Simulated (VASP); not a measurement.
**Ti2SnTe2: relaxation of cell and atoms with PBE**

Ti2SnTe2:

```
CELL_PARAMETERS angstrom
2.08629 -7.66806 0.00000
2.08629 7.66806 0.00000
0.00000 0.00000 4.05238
ATOMIC_POSITIONS crystal
Ti 0.20031 0.79969 0.00000
Ti 0.79969 0.20031 0.00000
Sn 0.00000 0.00000 0.00000
Te 0.36298 0.63702 0.50000
Te 0.63702 0.36298 0.50000
```

The cell was built by a generator and needn't be a form met in nature.

```yaml
Program: VASP 6.6.1
Task: relaxation of cell and atoms
Functional: PBE
Potentials_or_basis: VASP PAW PBE potentials, release 64 (Ti_sv, Sn_d, Te)
Cutoff: 520 eV
k_mesh: 4 × 4 × 4
Occupations: gaussian, width 0.15 eV
Spin: no spin polarisation
Further_INCAR_settings: PREC = Normal; ALGO = Fast; EDIFF = 0.0001; IBRION = 2; EDIFFG = -0.08; NSW = 24; ISIF = 3
```

The relaxed volume is 24.41 Å³/atom. The relaxed cell is a = 7.776 Å, b = 7.776 Å, c = 3.545 Å, α = 90.00°, β = 90.00°, γ = 145.29°. The space group after relaxing (to 0.05 Å) is Cmmm (No. 65). The energy gained by relaxing is 203.3 meV/atom and the ionic steps are 19. The pressure after relaxing is 0.1 GPa and the largest force after relaxing is 0.017 eV/Å. The band gap on the k mesh is none (metal or under the smearing width).

Forces in eV/Å, atoms in the order of the input:
```
Ti   0.000  0.017  0.000
Ti   0.000 -0.017  0.000
Sn   0.000  0.000  0.000
Te   0.000  0.011  0.000
Te   0.000 -0.011  0.000
```

Stress tensor (GPa, compression positive):
```
 0.12  0.00  0.00
 0.00  0.26  0.00
 0.00  0.00 -0.17
```

Step by step:
| step | energy change (eV) | largest force (eV/Å) | pressure (GPa) | volume (Å³) |
| --- | --- | --- | --- | --- |
| 1 | 0.0000 | 1.0898 | -4.61 | 129.66 |
| 2 | -0.5489 | 0.8248 | 0.62 | 116.03 |
| 3 | -0.5693 | 0.6528 | 4.30 | 111.43 |
| 4 | -0.8062 | 0.4919 | 2.75 | 113.76 |
| 5 | -0.8351 | 0.5574 | 2.21 | 114.61 |
| 6 | -0.7865 | 0.9905 | 1.55 | 116.13 |
| 7 | -0.8370 | 0.6469 | 2.01 | 114.94 |
| 8 | -0.9313 | 0.5646 | -1.08 | 121.06 |
| 9 | -0.9379 | 0.5507 | -2.01 | 123.28 |
| 10 | -0.9844 | 0.2890 | -0.68 | 122.22 |
| 11 | -0.9856 | 0.2001 | -0.55 | 122.33 |
| 12 | -0.9977 | 0.1491 | 0.07 | 120.86 |
| 13 | -0.9996 | 0.1139 | 0.61 | 119.73 |
| 14 | -1.0058 | 0.1826 | 0.26 | 120.64 |
| 15 | -1.0062 | 0.2096 | 0.11 | 121.04 |
| 16 | -1.0122 | 0.1478 | -0.32 | 122.04 |
| 17 | -1.0138 | 0.1089 | -0.53 | 122.74 |
| 18 | -1.0136 | 0.1008 | 0.50 | 121.38 |
| 19 | -1.0165 | 0.0169 | 0.07 | 122.05 |

Final structure:
```cif
data_structure
_symmetry_space_group_name_H-M 'P 1'
_symmetry_Int_Tables_number 1
_cell_length_a 7.7764
_cell_length_b 7.7764
_cell_length_c 3.5446
_cell_angle_alpha 90.000
_cell_angle_beta 90.000
_cell_angle_gamma 145.291
_cell_volume 122.05
loop_
_atom_site_label
_atom_site_type_symbol
_atom_site_fract_x
_atom_site_fract_y
_atom_site_fract_z
_atom_site_occupancy
Ti1 Ti 0.19025 0.80975 0.00000 1
Ti2 Ti 0.80975 0.19025 0.00000 1
Sn1 Sn 0.00000 0.00000 0.00000 1
Te1 Te 0.34005 0.65995 0.50000 1
Te2 Te 0.65995 0.34005 0.50000 1
```

Levels at points of the mesh, in eV from the Fermi level:
```
           k point  band 21  band 22  band 23  band 24  band 25  band 26  band 27  band 28  band 29  band 30
(0.00, 0.00, 0.00)    -1.03    -0.88    -0.70    -0.58    -0.39     0.31     0.94     0.99     1.51     2.07
(0.50, 0.00, 0.00)    -1.69    -1.68    -1.25    -0.29    -0.29     0.91     1.33     1.48     1.76     2.09
(0.50, 0.50, 0.00)    -1.08    -1.00    -0.96    -0.85    -0.76    -0.28     0.31     1.28     1.51     1.56
(0.00, 0.00, 0.50)    -2.35    -1.24    -1.20    -0.67    -0.14     0.38     1.20     1.29     1.59     2.26
(0.50, 0.00, 0.50)    -2.72    -2.39    -1.56    -0.66    -0.26    -0.09     0.37     1.30     1.31     1.34
(0.50, 0.50, 0.50)    -2.90    -2.30    -0.32    -0.30    -0.25     1.21     1.31     1.46     1.65     2.11
```

Run time: 9.9 min on 1 thread of Intel(R) Xeon(R) 6975P-C (Granite Rapids), on a shared host, peak memory 0.3 GiB.

Caveat: the k mesh is coarse (spacing up to 0.39 Å⁻¹), so the values aren't converged; the relaxation stopped at a loose force limit of 0.08 eV/Å, so its end isn't a converged minimum. The run has no spin-orbit coupling, so splittings on Te are missing.
